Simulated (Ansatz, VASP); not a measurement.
# Cross-check of Na2MgMnP2O7F3 between VASP and Ansatz, part 3 of 3

Wanted: the spread between two codes on one cell, functional and k mesh. The cell is taken from a series of runs on this material, whose earlier steps may have relaxed, scaled, displaced or heated it; both programs get it as it stands. Valence electrons are named where the data sets of a main pair hold unlike numbers.

VASP 6.6.1 and Ansatz 0.2.0.

So far. Step 4 (Comparison): The forces differ by 30 meV/Å r.m.s., which is 16.3 % of the r.m.s. force of 0.183 eV/Å (both taken over all components). A gap on the mesh is an upper bound, since the band edges may lie between its points.

## (6) VASP: single point, PBE, DFT+U

Level of this step: PBE, DFT+U (Mn d 3.9 eV), spin-polarised from a ferromagnetic start; plane waves and PAW (Mn_pv, P, Mg, Na_pv, F, O) (VASP).

The same cell, functional, mesh and smearing now go to VASP, with its own data sets.

The input, INCAR:

```
SYSTEM = Na2MgMnP2O7F3
PREC = Accurate
ENCUT = 520
EDIFF = 1E-06
NELM = 100
ISMEAR = -1
SIGMA = 0.02
LREAL = .FALSE.
ALGO = Normal
GGA = PE
NBANDS = 77
ISPIN = 2
MAGMOM = 3.31 0 0 0 0 0 0 0 0 -0.01 -0.01 0.05 0.01 -0.03 -0.01 0.01
LDAU = .TRUE.
LDAUTYPE = 2
LDAUL = 2 -1 -1 -1 -1 -1
LDAUU = 3.9 0 0 0 0 0
LDAUJ = 0 0 0 0 0 0
LDAUPRINT = 1
LASPH = .TRUE.
LMAXMIX = 4
LORBIT = 11
LWAVE = .FALSE.
LCHARG = .FALSE.
KPAR = 4
ISIF = 2
```

The input, POSCAR:

```
Na2MgMnP2O7F3
1.0
    4.8325424116      0.0000000000      0.0000000000
   -1.4540691400      5.4221184018      0.0000000000
   -0.3802246942     -2.3615061507      8.1128866003
Mn P Mg Na F O
1 2 1 2 3 7
Direct
    0.5810640000      0.5055650000      0.1794460000
    0.1963980000      0.7317730000      0.4453020000
    0.9027960000      0.2032830000      0.8750020000
    0.3506820000      0.3520700000      0.6606760000
    0.2560720000      0.8558150000      0.9983890000
    0.8663800000      0.1111380000      0.3178040000
    0.7078370000      0.2535150000      0.7205450000
    0.7765750000      0.7703460000      0.0937810000
    0.3159430000      0.2184320000      0.2139420000
    0.1758930000      0.0103790000      0.5088830000
    0.9201320000      0.9352730000      0.8191960000
    0.8986740000      0.5437240000      0.3663890000
    0.3223080000      0.6324870000      0.5766050000
    0.4040310000      0.7487600000      0.3042410000
    0.7205820000      0.2548380000      0.0162070000
    0.1854980000      0.4127040000      0.8818790000
```

The input, KPOINTS:

```
Automatic mesh
0
Gamma
6 4 4
0 0 0
```

The projector-augmented-wave data sets are Mn_pv, P, Mg, Na_pv, F and O (PBE family, release 64).

Launch:

```console
$ mpirun -np 4 vasp_std
```

Numbers of over 12 decimals in the logs are rounded to 6 here.

Output:

```text
[banner, memory and clock lines left out]
running    4 mpi-ranks, on    1 nodes
[...]
LDA part: xc-table for (Slater+PW92), standard interpolation
 POSCAR, INCAR and KPOINTS ok, starting setup
[...]
entering main loop
       N       E                     dE             d eps       ncg     rms          rms(c)
DAV:   1     0.110104629435E+04    0.11010E+04   -0.50842E+04 16352   0.139E+03
DAV:   2     0.336038638759E+02   -0.10674E+04   -0.98014E+03 16776   0.387E+02
DAV:   3    -0.109903326466E+03   -0.14351E+03   -0.14042E+03 18274   0.157E+02
DAV:   4    -0.114840115760E+03   -0.49368E+01   -0.48895E+01 19572   0.316E+01
[...]
DAV:  15    -0.100055886165E+03   -0.10035E-04   -0.85175E-05 19608   0.474E-02    0.224E-02
DAV:  16    -0.100055890004E+03   -0.38396E-05   -0.12335E-05 19272   0.219E-02    0.112E-02
DAV:  17    -0.100055890752E+03   -0.74783E-06   -0.53342E-06 16896   0.171E-02
   1 F= -.10005589E+03 E0= -.10005589E+03  d E =-.336288E-13  mag=     4.0001
```

Parts of OUTCAR (step 6):

```text
  Total       -0.1802090     -0.3585478     -0.1656083     -0.0602544     -0.0053888      0.1044412
  in kB       -1.3582099     -2.7023250     -1.2481666     -0.4541294     -0.0406148      0.7871589
  external PRESSURE =      -1.7695672 kB  Pullay stress =       0.0000000 kB

 POSITION                                       TOTAL-FORCE (eV/Angst)
 -----------------------------------------------------------------------------------
      2.00466      2.31747      1.45583        -0.011624      0.020974      0.003272
     -0.28426      2.91618      3.61268         0.003613      0.004567     -0.021750
      3.73452     -0.96410      7.09879        -0.013321      0.019241     -0.010648
      0.93155      0.34877      5.35999        -0.001634      0.008763     -0.015790
     -0.38655      2.28263      8.09982        -0.045214     -0.012563      0.019398
      3.90438     -0.14789      2.57831        -0.009832     -0.007721      0.028683
      2.77805     -0.32698      5.84570        -0.033819      0.012587     -0.011070
      2.59704      3.95544      0.76083         0.025966     -0.049703      0.042469
      1.12785      0.67914      1.73569         0.014181      0.046312     -0.002214
      0.64143     -1.14545      4.12851         0.007834      0.061126      0.036882
      2.77515      3.13662      6.64604        -0.002948     -0.041485     -0.019023
      3.41296      2.08291      2.97247        -0.021233     -0.004187     -0.015938
      0.41865      2.06776      4.67793         0.028226     -0.059330      0.024378
      0.74807      3.34140      2.46827         0.062276     -0.023385     -0.056386
      3.10553      1.34349      0.13149        -0.033766      0.009541      0.030556
     -0.03899      0.15517      7.15458         0.031295      0.015262     -0.032817
 -----------------------------------------------------------------------------------
    total drift:                               -0.000795     -0.002135      0.000885

  FREE ENERGIE OF THE ION-ELECTRON SYSTEM (eV)
  ---------------------------------------------------
  free  energy   TOTEN  =      -100.0558907520 eV

  energy  without entropy=     -100.0558907520  energy(sigma->0) =     -100.05589075

 magnetization (x)
# of ion       s       p       d       tot
------------------------------------------
    1        0.028   0.033   3.779   3.839
    2        0.003   0.006   0.000   0.009
    3        0.001   0.002   0.000   0.003
    4        0.000   0.000   0.000   0.000
    5        0.000   0.000   0.000   0.000
    6        0.000   0.000   0.000   0.000
    7        0.000   0.001   0.000   0.001
    8        0.001   0.000   0.000   0.001
    9        0.000   0.004   0.000   0.004
   10       -0.000  -0.015   0.000  -0.015
   11       -0.000  -0.010   0.000  -0.010
   12        0.007   0.049   0.000   0.056
   13        0.000   0.007   0.000   0.007
[...]
--------------------------------------------------
tot          0.042   0.046   3.779   3.867

[... 2 parts as in an earlier step ...]

[... 1 further part left out ...]
[key lines of the parts left out:]
E-fermi :   1.4002
```

The run ends at a pressure of -0.18 GPa, with forces up to 0.087 eV/Å.

## (7) Comparison

What differs besides the data sets and the points named for the pairs above, as far as they apply: U acts on the PAW sphere in VASP and on atomic orbitals in Ansatz, so only states and trends compare; the data sets hold 116 valence electrons in Ansatz (on its default PAW (the set named soft_2) files) and 102 in VASP. Total energies have different zeros and are not compared.

Both answers:

```tsv
quantity	Ansatz	VASP	difference
pressure (GPa)	0.07	-0.18	+0.25
gap on the k mesh (eV)	1.507	1.571	-0.063
total moment (μB)	4.00	4.00	0.00
moment on Mn1 (μB)	3.31	3.84	-0.53
moment on O12 (μB)	0.05	0.06	-0.01
```

Forces on 7 of the 16 atoms, those with the largest forces and the largest differences (eV/Å; atoms numbered as in POSCAR):

```tsv
atom	Ansatz x, y, z	VASP x, y, z
P3	-0.033, 0.098, -0.056	-0.013, 0.019, -0.011
F8	-0.021, -0.159, 0.100	0.026, -0.050, 0.042
F9	0.076, 0.152, -0.017	0.014, 0.046, -0.002
O10	-0.020, 0.102, 0.029	0.008, 0.061, 0.037
O13	0.054, -0.073, 0.069	0.028, -0.059, 0.024
O14	0.142, -0.014, -0.130	0.062, -0.023, -0.056
O15	-0.090, -0.021, 0.104	-0.034, 0.010, 0.031
```

The forces differ by 42 meV/Å r.m.s., which is 148.0 % of the r.m.s. force of 0.029 eV/Å (both taken over all components). A gap on the mesh is an upper bound, since the band edges may lie between its points.

## (8) Ansatz: single point, PBE

A single point gives forces, pressure and levels at one fixed geometry, so differences don't come from the geometry; what else differs is listed under the comparison.

The cell is taken from a series of runs on this material, whose earlier steps may have relaxed, scaled, displaced or heated it; both programs get it as it stands.

The input, input.yaml:

```yaml
crystal:
  lattice:
    - [4.8325424116, 0.0, 0.0]
    - [-1.45406914, 5.4221184018, 0.0]
    - [-0.3802246942, -2.3615061507, 8.1128866003]
  atoms:
    - { symbol: Mn, position: [0.581064, 0.505565, 0.179446], spin: 4.0 }
    - { symbol: P, position: [0.196398, 0.731773, 0.445302] }
    - { symbol: P, position: [0.902796, 0.203283, 0.875002] }
    - { symbol: Mg, position: [0.350682, 0.35207, 0.660676] }
    - { symbol: Na, position: [0.256072, 0.855815, 0.998389] }
    - { symbol: Na, position: [0.86638, 0.111138, 0.317804] }
    - { symbol: F, position: [0.707837, 0.253515, 0.720545] }
    - { symbol: F, position: [0.776575, 0.770346, 0.093781] }
    - { symbol: F, position: [0.315943, 0.218432, 0.213942] }
    - { symbol: O, position: [0.175893, 0.010379, 0.508883] }
    - { symbol: O, position: [0.920132, 0.935273, 0.819196] }
    - { symbol: O, position: [0.898674, 0.543724, 0.366389] }
    - { symbol: O, position: [0.322308, 0.632487, 0.576605] }
    - { symbol: O, position: [0.404031, 0.74876, 0.304241] }
    - { symbol: O, position: [0.720582, 0.254838, 0.016207] }
    - { symbol: O, position: [0.185498, 0.412704, 0.881879] }
magnetization:
  spin_polarized: true
kpoints:
  mp_grid: { grid: [6, 4, 4] }
  band_path:
    path:
      - [[0.0, 0.0, 0.0], [-0.5, 0.0, 0.0]]
      - [[0.0, 0.0, -0.5], [0.0, 0.0, 0.0], [0.0, -0.5, 0.0]]
      - [[0.5, -0.5, 0.5], [0.0, 0.0, 0.0], [0.0, -0.5, 0.5]]
      - [[0.5, -0.5, 0.0], [0.0, 0.0, 0.0], [-0.5, 0.0, 0.5]]
    npoints: 8
scf:
  occupations: { method: fermi_dirac, width: 0.02 }
  n_extra_bands: 36
hamiltonian:
  xc: pbe
  pseudopotentials: { kind: paw }
output:
  forces: true
  stress: true
  dos:
    projected: true
    de: 0.05
    e_range: [-30, 12]
    nscf_kmesh: { grid: [8, 8, 6] }
  fatbands: true
```

Launch:

```console
$ ansatz run input.yaml --threads 4 --pin off --max-ram 8192MiB --backend cpu --events-out ev --progress --plain --runs-dir out
```

Output:

```text
[...]
Crystal: 16 atoms, lattice volume = 212.579 Å³
Basis set: ecut = 420 eV, 4149 PW (Γ), exchange–correlation on 72×80×120 points (8 copies of the dense FFT grid, shifted against one another)
Bands: 94, of which v1, the nominal top of the filled ones, is band 58 counted from 1 (57 counted from 0)
Symmetry: 1 space group operations
[...]
k-point 1 ↑: bands = [... 54 lower, 2.5670, 2.7717, 2.8407, 2.9412, 3.1378, 3.9648, 5.3387, 7.8803, ... 32 higher]
  k-point 2 ↑: bands = [... 54 lower, 2.5459, 2.7068, 2.8340, 2.9452, 3.1374, 3.9631, 5.3401, 8.2883, ... 32 higher]
  k-point 51 ↓: bands = [... 54 lower, 2.7539, 2.8589, 6.1445, 6.2741, 6.3778, 6.9542, 7.1748, 10.0591, ... 32 higher]
[key lines of the parts left out:]
SCF converged after 14 iterations
Magnetization: 4.0000 μB (60.0000 up, 56.0000 down)
Free energy (F): -16715.871626 eV
Fermi energy:    4.674129 eV
P = ⅓ Tr σ = -0.5065 GPa (-5.065 kbar)
```

## (9) VASP: single point, PBE

The same cell, functional, mesh and smearing now go to VASP, with its own data sets.

The input, INCAR:

```
SYSTEM = Na2MgMnP2O7F3
PREC = Accurate
ENCUT = 520
EDIFF = 1E-06
NELM = 100
ISMEAR = -1
SIGMA = 0.02
LREAL = .FALSE.
ALGO = Normal
GGA = PE
NBANDS = 77
ISPIN = 2
MAGMOM = 3.14 0 0 0 0 0 0 0.03 0.04 -0.01 -0 0.08 0.01 0.01 0.01 0.01
LASPH = .TRUE.
LMAXMIX = 4
LORBIT = 11
LWAVE = .FALSE.
LCHARG = .FALSE.
KPAR = 4
ISIF = 2
```

POSCAR is that of step 6.

KPOINTS is that of step 6.

Launch:

```console
$ mpirun -np 4 vasp_std
```

Output:

```text
[... set-up lines as in an earlier step ...]
 entering main loop
       N       E                     dE             d eps       ncg     rms          rms(c)
DAV:   1     0.109681644495E+04    0.10968E+04   -0.50833E+04 16352   0.139E+03
DAV:   2     0.305046876801E+02   -0.10663E+04   -0.97921E+03 16760   0.387E+02
DAV:   3    -0.113354778159E+03   -0.14386E+03   -0.14073E+03 18266   0.157E+02
DAV:   4    -0.118329545247E+03   -0.49748E+01   -0.49246E+01 19516   0.317E+01
[...]
DAV:  15    -0.101785693358E+03   -0.31831E-04   -0.75614E-05 19840   0.557E-02    0.198E-02
DAV:  16    -0.101785702342E+03   -0.89835E-05   -0.27685E-05 19236   0.287E-02    0.124E-02
DAV:  17    -0.101785703064E+03   -0.72224E-06   -0.49792E-06 21272   0.135E-02
   1 F= -.10178570E+03 E0= -.10178570E+03  d E =-.120008E-12  mag=     4.0001
```

Parts of OUTCAR (step 9):

```text
  Total       -0.8268541     -1.6335750     -0.5738644      0.0328415     -0.0538801      0.5140769
  in kB       -6.2318843    -12.3120276     -4.3251359      0.2475219     -0.4060869      3.8745260
  external PRESSURE =      -7.6230159 kB  Pullay stress =       0.0000000 kB

 POSITION                                       TOTAL-FORCE (eV/Angst)
 -----------------------------------------------------------------------------------
      2.00466      2.31747      1.45583        -0.079012      0.125938      0.045373
     -0.28426      2.91618      3.61268         0.052048      0.094425      0.070083
      3.73452     -0.96410      7.09879         0.052277      0.077043      0.001361
      0.93155      0.34877      5.35999        -0.001294     -0.007172      0.028534
     -0.38655      2.28263      8.09982        -0.030236     -0.025808      0.013114
      3.90438     -0.14789      2.57831        -0.021969     -0.012407      0.017223
      2.77805     -0.32698      5.84570        -0.056528      0.014568     -0.033437
      2.59704      3.95544      0.76083        -0.054251     -0.324175      0.163419
      1.12785      0.67914      1.73569         0.149792      0.298010     -0.016483
      0.64143     -1.14545      4.12851         0.006983      0.038126      0.015393
      2.77515      3.13662      6.64604        -0.009029     -0.064455     -0.024072
      3.41296      2.08291      2.97247        -0.147479     -0.043556     -0.116599
      0.41865      2.06776      4.67793         0.008326     -0.050765     -0.008676
      0.74807      3.34140      2.46827         0.315982     -0.231534     -0.255495
      3.10553      1.34349      0.13149        -0.172827      0.105898      0.201937
     -0.03899      0.15517      7.15458        -0.012782      0.005863     -0.101675
 -----------------------------------------------------------------------------------
    total drift:                               -0.000477     -0.001044     -0.000447

  FREE ENERGIE OF THE ION-ELECTRON SYSTEM (eV)
  ---------------------------------------------------
  free  energy   TOTEN  =      -101.7857030641 eV

  energy  without entropy=     -101.7857030641  energy(sigma->0) =     -101.78570306

 magnetization (x)
# of ion       s       p       d       tot
------------------------------------------
    1        0.028   0.031   3.562   3.621
    2        0.003   0.007   0.000   0.010
    3        0.001   0.003   0.000   0.004
    4        0.000   0.000   0.000   0.000
    5        0.000   0.000   0.000   0.000
    6        0.000   0.000   0.000   0.001
    7        0.000   0.002   0.000   0.002
    8        0.001   0.030   0.000   0.031
    9        0.001   0.033   0.000   0.034
   10       -0.000  -0.008   0.000  -0.008
   11        0.000  -0.006   0.000  -0.006
   12        0.009   0.074   0.000   0.084
   13        0.001   0.012   0.000   0.012
[...]
--------------------------------------------------
tot          0.048   0.205   3.562   3.814

[... 2 parts as in an earlier step ...]

[... 1 further part left out ...]
[key lines of the parts left out:]
E-fermi :   1.9710
```

The run ends at a pressure of -0.76 GPa, with forces up to 0.47 eV/Å.

## (10) Side by side

What differs besides the data sets and the points named for the pairs above, as far as they apply: the data sets hold 116 valence electrons in Ansatz (on its default PAW (the set named soft_2) files) and 102 in VASP. Total energies have different zeros and are not compared.

Compared:

```tsv
quantity	Ansatz	VASP	difference
pressure (GPa)	-0.51	-0.76	+0.26
gap on the k mesh (eV)	1.184	1.133	+0.051
total moment (μB)	4.00	4.00	0.00
moment on Mn1 (μB)	3.14	3.62	-0.48
moment on O12 (μB)	0.08	0.08	-0.01
```

Forces on 7 of the 16 atoms, those with the largest forces and the largest differences (eV/Å; atoms numbered as in POSCAR):

```tsv
atom	Ansatz x, y, z	VASP x, y, z
Mn1	-0.102, 0.151, 0.044	-0.079, 0.126, 0.045
P3	0.032, 0.121, -0.064	0.052, 0.077, 0.001
F8	-0.093, -0.417, 0.211	-0.054, -0.324, 0.163
F9	0.206, 0.388, -0.035	0.150, 0.298, -0.016
O12	-0.203, -0.087, -0.145	-0.147, -0.044, -0.117
O14	0.378, -0.240, -0.319	0.316, -0.232, -0.255
O15	-0.237, 0.097, 0.284	-0.173, 0.106, 0.202
```

The forces differ by 38 meV/Å r.m.s., which is 32.6 % of the r.m.s. force of 0.117 eV/Å (both taken over all components). A gap on the mesh is an upper bound, since the band edges may lie between its points.

## (11) Results

```
r.m.s. force difference (single point, PBEsol)             : 30 meV/Å
difference in gap on the k mesh (single point, PBEsol)     : 0.048 eV
difference in gap on the k mesh (single point, PBE, DFT+U) : -0.063 eV
r.m.s. force difference (single point, PBE, DFT+U)         : 42 meV/Å
r.m.s. force difference (single point, PBE)                : 38 meV/Å
difference in gap on the k mesh (single point, PBE)        : 0.051 eV
```

**Reading.** The r.m.s. force difference is 42 meV/Å (single point, PBE, DFT+U). The data sets hold unlike numbers of valence electrons (116 in Ansatz and 102 in VASP), so part of the differences comes from the potentials. What causes the difference of the single point, PBEsol pair stays open here. What causes the difference of the single point, PBE pair stays open here. How closely two codes agree says nothing of how well the functional describes the real material.

[Lines on the potential files, build, host, timing and source positions are cut from VASP's logs without a mark.]

[Logs are printed without paths, hosts, clocks, repeated set-up lines and the standing remarks that a program may print on its own settings, such as how far it seeks lower states.]

[Hosts, paths, dates, database ids (printed as entryN), source tags and the programs' standing remarks are cut or masked in the printed files.]
